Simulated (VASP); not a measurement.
KF (rock salt), at 1.04 of the tabulated volume:

```xyz
2
Lattice="0.0000 2.7102 2.7102 2.7102 0.0000 2.7102 2.7102 2.7102 0.0000" Properties=species:S:1:pos:R:3 pbc="T T T"
K      0.0000     0.0000     0.0000
F      2.7102     2.7102     2.7102
```

The lowest empty band near Γ, direction [110], from PBE with spin-orbit coupling in VASP (PAW); its two spin partners are averaged. The gap over the points computed is 5.93 eV, and the next band on that side lies 4.61 eV away at the edge.

Run with 520 eV cut-off, 9×9×9 Γ-centred mesh, Gaussian smearing of 0.050 eV, potentials K_sv F.

```
distance from the edge in k (1/Å)  distance in energy (meV)
---------------------------------  ------------------------
0.025                                                   4.3
0.035                                                   8.5
0.050                                                  17.3
0.070                                                  33.8
```

Task: Fit E(1 + αE) = ħ²k²/2m* (ħ²/2m0 = 3.810 eV Å²) and predict the row at 0.095 1/Å.

Result: The rows don't resolve α, so a parabola serves: the electron mass is m* = 0.552 m0, and so 62.3 meV. The run gave 62.1 meV, -0.2 meV from the fit.

Left out are points under 3 meV from the edge, since the levels carry 0.1 meV, and points farther than half the way to the next band.

The compound is KF in the rock salt structure. The cell was not relaxed at this level.
